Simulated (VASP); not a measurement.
Output of a VASP run:

File OSZICAR:
```
...
DAV:   9    -0.244105715511E+02    0.14877E-04   -0.21142E-04  3101   0.131E-01    0.444E-02
DAV:  10    -0.244105682540E+02    0.32972E-05   -0.13518E-05  3276   0.370E-02    0.478E-03
DAV:  11    -0.244105684591E+02   -0.20515E-06   -0.96304E-07  2233   0.981E-03
   1 F= -.24410568E+02 E0= -.24410614E+02  d E =-.244106E+02
       N       E                     dE             d eps       ncg     rms          rms(c)
DAV:   1    -0.251003720946E+02   -0.68980E+00   -0.24951E+01  2534   0.421E+01    0.385E+00
DAV:   2    -0.246155779916E+02    0.48479E+00   -0.73204E-01  3199   0.607E+00    0.176E+00
DAV:   3    -0.245012848526E+02    0.11429E+00   -0.36031E-01  3283   0.351E+00    0.589E-01
DAV:   4    -0.245019307496E+02   -0.64590E-03   -0.80241E-03  2821   0.749E-01    0.510E-01
DAV:   5    -0.245018656767E+02    0.65073E-04   -0.34688E-04  3291   0.160E-01    0.625E-02
DAV:   6    -0.245018630871E+02    0.25897E-05   -0.11438E-05  3205   0.302E-02    0.348E-02
DAV:   7    -0.245018606566E+02    0.24305E-05   -0.23825E-06  2303   0.181E-02    0.242E-03
DAV:   8    -0.245018603696E+02    0.28706E-06   -0.16493E-07  1666   0.450E-03
   2 F= -.24501860E+02 E0= -.24501872E+02  d E =-.912919E-01
       N       E                     dE             d eps       ncg     rms          rms(c)
DAV:   1    -0.245696743518E+02   -0.67814E-01   -0.25697E+00  2527   0.137E+01    0.122E+00
DAV:   2    -0.245213423717E+02    0.48332E-01   -0.72105E-02  3066   0.205E+00    0.591E-01
DAV:   3    -0.245086733132E+02    0.12669E-01   -0.44220E-02  3227   0.130E+00    0.203E-01
DAV:   4    -0.245087209868E+02   -0.47674E-04   -0.10934E-03  2730   0.296E-01    0.175E-01
DAV:   5    -0.245087208561E+02    0.13072E-06   -0.40723E-05  3419   0.522E-02    0.248E-02
DAV:   6    -0.245087142824E+02    0.65737E-05   -0.15901E-05  3094   0.260E-02    0.149E-02
DAV:   7    -0.245087136510E+02    0.63142E-06   -0.73686E-07  1540   0.871E-03
   3 F= -.24508714E+02 E0= -.24508556E+02  d E =-.981452E-01
       N       E                     dE             d eps       ncg     rms          rms(c)
DAV:   1    -0.245360069798E+02   -0.27293E-01   -0.97638E-01  2520   0.124E+01    0.143E+00
DAV:   2    -0.245121871702E+02    0.23820E-01   -0.38651E-02  2548   0.198E+00    0.548E-01
DAV:   3    -0.245063527172E+02    0.58345E-02   -0.21122E-02  2836   0.144E+00    0.204E-01
DAV:   4    -0.245065613976E+02   -0.20868E-03   -0.69999E-04  2842   0.230E-01    0.111E-01
DAV:   5    -0.245064451788E+02    0.11622E-03   -0.51834E-04  2821   0.231E-01    0.279E-02
DAV:   6    -0.245064448064E+02    0.37241E-06   -0.86113E-06  3409   0.280E-02
   4 F= -.24506445E+02 E0= -.24506272E+02  d E =0.226884E-02
       N       E                     dE             d eps       ncg     rms          rms(c)
DAV:   1    -0.245239684502E+02   -0.17523E-01   -0.48285E-01  2534   0.864E+00    0.102E+00
DAV:   2    -0.245120143157E+02    0.11954E-01   -0.19504E-02  2576   0.142E+00    0.391E-01
DAV:   3    -0.245090812872E+02    0.29330E-02   -0.10452E-02  2835   0.102E+00    0.147E-01
DAV:   4    -0.245092046411E+02   -0.12335E-03   -0.34204E-04  2835   0.161E-01    0.834E-02
DAV:   5    -0.245091449731E+02    0.59668E-04   -0.26171E-04  2800   0.165E-01    0.213E-02
DAV:   6    -0.245091462006E+02   -0.12274E-05   -0.44693E-06  3366   0.204E-02    0.120E-02
DAV:   7    -0.245091464998E+02   -0.29920E-06   -0.54188E-07  1456   0.688E-03
   5 F= -.24509146E+02 E0= -.24508984E+02  d E =-.432849E-03
```

**OUTCAR**
```
------------------------ aborting loop because EDIFF is reached ----------------------------------------
  FORCE on cell =-STRESS in cart. coord.  units (eV):
  Direction    XX          YY          ZZ          XY          YZ          ZX
  --------------------------------------------------------------------------------------
  Total        0.0035503      0.0035503     -0.0097251      0.0000000      0.0000000      0.0000000
  in kB        0.1570940      0.1570940     -0.4303104      0.0000000      0.0000000      0.0000000
  external PRESSURE =      -0.0387075 kB  Pullay stress =       0.0000000 kB
  volume of cell :       36.21
      direct lattice vectors                 reciprocal lattice vectors
     2.867051528 -0.000000000  0.000000000     0.348790383  0.201374208 -0.000000000
    -1.433525764  2.482939620  0.000000000     0.000000000  0.402748416 -0.000000000
     0.000000000  0.000000000  5.086503416    -0.000000000 -0.000000000  0.196598708
 POSITION                                       TOTAL-FORCE (eV/Angst)
 -----------------------------------------------------------------------------------
     -0.00000      1.65529      1.27163         0.000000     -0.000000      0.000000
      1.43353      0.82765      3.81488        -0.000000      0.000000      0.000000
 -----------------------------------------------------------------------------------
    total drift:                                0.000044     -0.000025      0.000056
  FREE ENERGIE OF THE ION-ELECTRON SYSTEM (eV)
  ---------------------------------------------------
  free  energy   TOTEN  =       -24.5091464998 eV

  energy  without entropy=      -24.5086602632  energy(sigma->0) =      -24.50898442

 reached required accuracy - stopping structural energy minimisation
```
(Selected blocks of OUTCAR.)

**POSCAR**
```
Ta
1
    2.9545540000     0.0000000000     0.0000000000
   -1.4772770000     2.5587190000     0.0000000000
    0.0000000000     0.0000000000     4.7969960000
Ta
2
Direct
  0.3333330000   0.6666670000   0.2500000000
  0.6666670000   0.3333330000   0.7500000000
```

Q: Reconstruct the remaining input files.

A: This is not unique; one that fits is the input of the run itself, PBEsol GGA, plane waves, VASP's PBE PAW potentials (set 64).

### INCAR
```
# general
SYSTEM   =  Ta
PREC     =  Accurate
ENCUT    =  400
LREAL    =  .FALSE.
LASPH    =  .TRUE.

# electronic loop
EDIFF    =  1E-6
NELM     =  100
ALGO     =  Normal
LMAXMIX  =  6

# smearing
ISMEAR   =  1
SIGMA    =  0.1

# functional
GGA      =  PS

# ions
IBRION   =  2
NSW      =  60
ISIF     =  3
EDIFFG   =  -0.01

# output
LWAVE    =  .FALSE.
LCHARG   =  .FALSE.
```

KPOINTS:
```
Regular mesh
0
Gamma
  13 13 7
```

POTCAR, in this order: Ta_pv (PBE.64 set). Program: vasp_std.

The structure was generated: Ta was put into the hcp type (P6_3/mmc), which need not be its known phase. This run relaxes it. Symmetry was kept, so distortions that lower it aren't found.
